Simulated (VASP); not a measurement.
```
Ir
1.0
    0.00000     1.95729     1.95729
    1.95729     0.00000     1.95729
    1.95729     1.95729     0.00000
Ir
1
Cartesian
  0.00000   0.00000   0.00000
```

Calculation: PBE GGA with D4 dispersion, VASP's PBE PAW potentials (set 64) (plane waves; VASP). Settings: 520 eV cut-off, 16×16×16 Γ-centred mesh, first-order Methfessel-Paxton smearing of 0.10 eV, potentials Ir.

Q: Give the stress tensor in GPa (positive for a compressed cell).

A: 
```
-18.77    0.00    0.00
  0.00  -18.77    0.00
  0.00    0.00  -18.77
```
The pressure is its mean diagonal, -18.77 GPa.

The compound is Ir in the fcc structure. This cell is one point of a volume scan, at 1.06 of the reference volume.
